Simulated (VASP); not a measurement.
```
CELL_PARAMETERS angstrom
      1.38019    -2.39057     0.00000
      1.38019     2.39057     0.00000
      0.00000     0.00000     4.42269
ATOMIC_POSITIONS crystal
  Tc 0.33333 0.66667 0.25000
  Tc 0.66667 0.33333 0.75000
```

Calculation: RPBE GGA, VASP's PBE PAW potentials (set 64) (plane waves; VASP). Run with 520 eV cut-off, Gaussian smearing of 0.050 eV, potentials Tc_pv.

### Question
Estimate the band gap (along the path) with the smallest direct gap where there is one.

### Answer

```
Item                                                          Value
-------------------------  ----------------------------------------
band gap (along the path)  none (metal, semimetal or under 0.01 eV)
```

The absolute energy has meaning only against runs of the same code, potentials and settings.

The compound is Tc in the hcp structure. It was relaxed first.
